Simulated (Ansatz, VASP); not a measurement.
# HfCu: VASP beside Ansatz, part 2 of 2

One calculation is typed for both programs; each brings its own data sets and cutoff. How far apart do they land? The cell is invented: As first built, before any earlier steps moved the atoms (in the runner's words): it takes the FeRu structure with all of its atoms replaced by other elements, volume scaled by an estimate. It may not be a known or stable phase. The cell is taken from a series of VASP runs on this material, whose earlier steps may have relaxed, scaled or displaced it; both programs get it as it stands.

VASP 6.6.1 and Ansatz 0.2.0.

So far: Starting point; VASP: zone-centre phonons, revPBE.

### 3. Ansatz: zone-centre phonons, revPBE

Level of this step: Ansatz beside VASP: Kohn-Sham DFT, plane waves, revPBE (Ansatz).

Ansatz runs on its default PAW (the set named soft_2) files.

The same cell, functional, mesh and smearing now go to Ansatz, which takes its cutoff from its data sets.

input.yaml reads:

```yaml
crystal:
  lattice:
    - [3.0693197814, -1.9e-08, 0.0]
    - [-1.5346604235, 2.6581089089, 0.0]
    - [0.0, 0.0, 4.4231823103]
  atoms:
    - { symbol: Hf, position: [0.66666667, 0.33333333, 0.0] }
    - { symbol: Cu, position: [0.0, 0.0, 0.5] }
hamiltonian:
  xc: revpbe
  pseudopotentials: { kind: paw }
kpoints:
  mp_grid: { grid: [10, 10, 6] }
scf:
  occupations: { method: fermi_dirac, width: 0.05 }
phonons:
  method: dfpt
  qpoints: [[0, 0, 0]]
```

Launch:

```
$ ansatz run input.yaml --threads 4 --pin off --max-ram 9216MiB --backend cpu --events-out ev --progress --plain --runs-dir out
```

Numbers of over 12 decimals in the logs are rounded to 6 here.

What it wrote:

```text
Warning: the atoms were moved onto the symmetric positions of the space group found under crystal.symmetry.tolerance 1.0e-5 (fractional; no operation is sought that the atoms, as they stand in a round, miss by more than twice it, and no atom is moved by as much as it), and the run uses the moved positions. Before a round's move an operation carried an atom to 1.53e-8 Å from where it should land, the largest such dist [...]
zone centre: on kpoints.mp_grid the ground state, and the responses unless they are solved on pairs of k-points, stand on 124 of the mesh's 600 k-points, reduced under 4 symmetry operations, with k and −k counted as one. Each operation leaves every solved displacement unchanged or reverses it
Engine: ansatz 0.2.0, aarch64-unknown-linux-gnu
Pseudopotentials: kind: paw
Pseudopotential: Hf, paw, valence charge 26, recommended cutoff 420 eV (normal), Hf.paw.azcp
Pseudopotential: Cu, paw, valence charge 19, recommended cutoff 420 eV (normal), Cu.paw.azcp
Functional definition: revPBE
  parameter kappa = 1.245
  parameter beta = 0.066725
  exchange = pbe_x(kappa = kappa, mu = beta*pi^2/3)
  correlation = pbe_c(beta = beta)
Crystal: 2 atoms, lattice volume = 36.087 Å³
Basis set: ecut = 420 eV, 699 PW (Γ), exchange–correlation on 48×48×60 points (8 copies of the dense FFT grid, shifted against one another)
Bands: 27, of which v1, the nominal top of the filled ones, is band 23 counted from 1 (22 counted from 0)
Symmetry: 12 space group operations
k-points: 124 of 600 (irreducible under 4 space group operations, time reversal used)
Non-local potential: Hf, projectors of the file, l = 0: 3, l = 1: 2, l = 2: 2, l = 3: 3
Non-local potential: Cu, projectors of the file, l = 0: 3, l = 1: 2, l = 2: 3, l = 3: 1
PAW form: soft (Blöchl's): semilocal exchange-correlation on the pseudo side does not see the compensation charge
PAW frozen core: Hf, regenerated for the run's functional, and the local potential with it (the file was generated under x = pbe(κ = 0.804, μ = 0.219515), c = pbe(β = 0.066725))
PAW frozen core: Cu, regenerated for the run's functional, and the local potential with it (the file was generated under x = pbe(κ = 0.804, μ = 0.219515), c = pbe(β = 0.066725))
PAW one-centre angular grid: Hf, 590 points (default); XC on 64 Gauss nodes
PAW one-centre angular grid: Cu, 590 points (default); XC on 64 Gauss nodes
Initial density: superposition of atomic densities (neutral atoms: chi_scale 0, normalization atom), corrected by the library's trained network
Initial wavefunctions: pseudopotential atomic-orbital guess
Functional: x = revpbe(κ = 1.245, μ = 0.219515), c = pbe(β = 0.066725)
SCF iter   1: F=—  HF=-22358.750008 eV  |F-HF|=—  |Δ(HF+E_count)|=         —  Δρ=4.41e-3  dr2=1.05e-2  ethr=1.77e-3  ⟨swp⟩=4.9  Hψ=11556  notcnv=0
preconditioner: auto → Kerker (q_TF=auto, 2.831 Å⁻¹)  [metal: Δε(μ)=0.025 eV  Ē_g=14.363 eV  σ=0.050 eV  W_gap=0.12  n_scr=20 (ndim 8)  ℏωp=36.6 eV  f_vac=0.000  D(μ)=2.04/eV (n_scr^D=22)]
SCF iter   2: F=—  HF=-22358.749365 eV  |F-HF|=—  |Δ(HF+E_count)|=   6.43e-4  Δρ=2.90e-3  dr2=4.95e-3  ethr=2.34e-5  ⟨swp⟩=1.3  Hψ=4426  notcnv=0
SCF iter   3: F=—  HF=-22358.749035 eV  |F-HF|=—  |Δ(HF+E_count)|=   3.30e-4  Δρ=7.56e-4  dr2=3.20e-4  ethr=1.10e-5  ⟨swp⟩=2.0  Hψ=4998  notcnv=0
SCF iter   4: F=—  HF=-22358.748611 eV  |F-HF|=—  |Δ(HF+E_count)|=   4.24e-4  Δρ=3.81e-4  dr2=4.06e-5  ethr=7.12e-7  ⟨swp⟩=2.0  Hψ=5642  notcnv=0
SCF iter   5: F=—  HF=-22358.748620 eV  |F-HF|=—  |Δ(HF+E_count)|=   9.70e-6  Δρ=1.80e-4  dr2=1.17e-5  ethr=9.02e-8  ⟨swp⟩=2.0  Hψ=5735  notcnv=0
SCF iter   6: F=—  HF=-22358.748616 eV  |F-HF|=—  |Δ(HF+E_count)|=   4.90e-6  Δρ=1.66e-4  dr2=6.55e-6  ethr=2.60e-8  ⟨swp⟩=2.0  Hψ=6012  notcnv=0
SCF iter   7: F=—  HF=-22358.748619 eV  |F-HF|=—  |Δ(HF+E_count)|=   3.22e-6  Δρ=3.61e-5  dr2=4.85e-7  ethr=1.46e-8  ⟨swp⟩=2.0  Hψ=4393  notcnv=0
SCF iter   8: F=—  HF=-22358.748615 eV  |F-HF|=—  |Δ(HF+E_count)|=   3.91e-6  Δρ=1.18e-5  dr2=4.63e-8  ethr=1.08e-9  ⟨swp⟩=2.0  Hψ=6129  notcnv=0
SCF iter   9: F=—  HF=-22358.748615 eV  |F-HF|=—  |Δ(HF+E_count)|=   5.77e-9  Δρ=3.71e-6  dr2=5.08e-9  ethr=1.03e-10  ⟨swp⟩=2.0  Hψ=5610  notcnv=0
SCF iter  10: F=—  HF=-22358.748615 eV  |F-HF|=—  |Δ(HF+E_count)|=  9.09e-11  Δρ=7.66e-7  dr2=2.02e-10  ethr=1.13e-11  ⟨swp⟩=2.0  Hψ=5123  notcnv=0
SCF iter  11: F=—  HF=-22358.748615 eV  |F-HF|=—  |Δ(HF+E_count)|=  7.28e-12  Δρ=3.11e-7  dr2=3.69e-11  ethr=1.00e-12  ⟨swp⟩=2.0  Hψ=5713  notcnv=0
SCF iter  12: F=-22358.748615 eV  HF=-22358.748615 eV  |F-HF|=7.28e-12  |Δ(HF+E_count)|=  3.64e-12  Δρ=7.45e-8  dr2=2.17e-12  ethr=1.00e-12  ⟨swp⟩=6.6  Hψ=16750  notcnv=0
SCF 1 converged in 12 iterations: F = -22358.748615 eV  dr2 = 2.17e-12
  greatest PAW one-centre occupation: 1.000 electrons in one spin orbital (limit 2), on the Cu atom at site 1 (counted from 0), in its partial waves of l = 0
DFPT response loops at Γ: preconditioner auto → Kerker (q_TF=auto, 2.831 Å⁻¹) (partly filled bands, converged f_vac=0.000); β = 1.00, the filter's whole step (`scf.mixing.beta` (0.50) is not read by the response loops under this deck's `scf.mixing.preconditioner`; to damp them name `kerker` or `kerker_dos`, under which they read `scf.mixing.beta`, and type it under 1.00, their step now; both keys bind the ground state too); Broyden in place of MSR1
SCF converged after 12 iterations
Free energy (F): -22358.748615 eV
Harris-Foulkes:  -22358.748615 eV  (|F-HF|=7.28e-12)
Internal energy: -22358.732637 eV  (E = F + TS)
E sigma→0 (E₀):  -22358.740626 eV
Entropy (-TS):   -0.015978 eV (-7.989 meV/atom)
Fermi energy:    17.780630 eV
--- Per-component energies (eV) ---
  E_band       = -364.797269
  E_kinetic    = 723.728413
  E_local      = -9438.540500  (includes V_loc(G=0)·N_el)
  E_nonlocal   = -858.632328
  E_hartree    = 4307.516997
  E_xc         = -389.737030
  E_vxc        = -381.182182  (∫ρ·V_xc dr)
  E_paw        = -8601.092868  (= ΣΔE_a)
  E_vpaw       = 974.794983  (= ΣTr[D̂ρ^β])
  E_aug_tail   = 0.000333  (compensation charges beyond the density's cutoff)
  E_ewald      = -8101.813533
  E_core_change = -0.162121  (= ΣΔE_core)
  E_smearing   = -0.015978  (= −TS)
  E_closure    = -0.000000  (closes the sum)
  Σ components = -22358.748615   (vs F -22358.748615, Δ=0.00e0)
--- Band table (eV; the first three rows and the last of 124) ---
  k-point 0: bands = [... 19 lower, 14.9302, 14.9302, 16.3995, 18.7054, 19.3543, 19.3543, 22.4586, 22.4586]
  k-point 1: bands = [... 19 lower, 14.9289, 14.9289, 15.8815, 18.6304, 19.4207, 19.4207, 22.4082, 22.4082]
  k-point 2: bands = [... 19 lower, 14.9052, 14.9052, 14.9762, 18.5025, 19.5659, 19.5659, 22.2969, 22.2969]
  k-point 123: bands = [... 19 lower, 14.8208, 15.9068, 16.4874, 17.9878, 18.2449, 20.2748, 20.8930, 24.9872]
--- Phonons (Γ-DFPT): 4 representative perturbations + reference, on 124 of 600 k-points (Σ response iterations 12) ---
  k mesh reduced under 4 symmetry operations, with k and −k counted as one. Each operation leaves every solved displacement unchanged or reverses it
  ASR residual: 3.369e-4 → 0.000e0 eV/Å²; symmetrization residual: 1.874e-5 eV/Å²
  ASR residual per site (eV/Å²): 3.37e-4 1.49e-4
  Γ frequencies (cm⁻¹): 0.00 0.00 0.00 113.74 113.74 180.85
  non-analytic LO–TO correction: not included (Born effective charges unavailable; polar crystals: no LO–TO splitting at Γ)
--- Phonons (arbitrary-q DFPT): 1 explicit q-point ---
  q = [0, 0, 0] (of the zone-centre solve; hermiticity 6.65e-6, symmetrization 1.92e-6): -0.00 0.00 0.00 113.74 113.74 180.85
  sum rule: each row above includes the acoustic sum rule's correction from the zone centre's row sums; it moved no ω² by more than (0.80 cm⁻¹)²
```

It took 18 s on 4 threads of Arm Neoverse V2, shared host; peak memory 0.66 GiB.

In the SCF lines HF is the Harris–Foulkes energy and dr2 the Hartree energy of the density residual, in eV; the loop may stop once dr2 is under the threshold and the program's other checks hold. Hψ counts applications of the Hamiltonian.

### 4. Side by side

Known differences besides the potentials themselves: the data sets hold 45 valence electrons in Ansatz (default PAW (the set named soft_2) files) and 21 in VASP; the cutoff is 420 eV in Ansatz and 400 eV in VASP; Ansatz makes its cores anew for this functional, VASP keeps those of its PBE data sets; VASP leaves aspherical gradient terms in its spheres out (LASPH is not set), Ansatz keeps them. Total energies have different zeros and are not compared.

The two programs side by side:

```csv
quantity,Ansatz,VASP,difference
optical mode 1 to 2 (cm⁻¹),113.7,114.9,-0.98 %
optical mode 3 (cm⁻¹),180.8,179.6,+0.70 %
```

Modes are paired by rising frequency and degeneracy, not by their patterns, so a pair may still set unlike modes beside each other.

### 5. Summary of results

| Item | Value |
| --- | --- |
| r.m.s. difference of the optical zone-centre modes, each program's sorted by frequency (zone-centre phonons, revPBE) | 1.2 cm⁻¹ |
| difference in optical mode 1 to 2 (zone-centre phonons, revPBE) | -1.0 % |

In words: The r.m.s. difference of the optical zone-centre modes, each program's sorted by frequency is 1.2 cm⁻¹ (zone-centre phonons, revPBE). Among the rows given in per cent, the largest difference of the zone-centre phonons, revPBE pair is in optical mode 1 to 2, -1.0 %. How closely two codes agree says nothing of how well the functional describes the real material.

[Lines on the potential files, build, host, timing and source positions are cut from VASP's logs without a mark.]

[Logs are printed without paths, hosts, clocks, repeated set-up lines and the standing remarks that a program may print on its own settings, such as how far it seeks lower states.]

[Hosts, paths, dates, database ids (printed as entryN), source tags and the programs' standing remarks are cut or masked in the printed files.]
